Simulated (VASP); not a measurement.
Given:

```yaml
crystal:
  lattice:
    - [0.00000, 3.13546, 3.13546]
    - [3.13546, 0.00000, 3.13546]
    - [3.13546, 3.13546, 0.00000]
  atoms:
    - { symbol: In, position: [0.00000, 0.00000, 0.00000] }
    - { symbol: Sb, position: [0.25000, 0.25000, 0.25000] }
```

Calculation: LDA (Ceperley-Alder, Perdew-Zunger), VASP's LDA PAW potentials (set 64) (plane waves; VASP). Settings: 500 eV cut-off, 7×7×7 Γ-centred mesh, Gaussian smearing of 0.050 eV, potentials In_d Sb.

Unless said otherwise, spin-orbit coupling is left out, though it shifts the bands of the heavy elements here.

Question: Predict the energy per atom (σ→0), pressure, band gap (on the k-mesh) with the smallest direct gap where there is one.

Answer: 
```
Quantity                                     Result
-----------------------------------  --------------
band gap (on the k-mesh)                    0.21 eV
smallest direct gap (on the k-mesh)         0.21 eV
energy per atom (σ→0)                -4.063 eV/atom
pressure                                   4.92 GPa
```

Only differences to runs with the same potentials and settings are physical.

The compound is InSb in the zinc blende structure. It was relaxed first under an external pressure of 5 GPa.
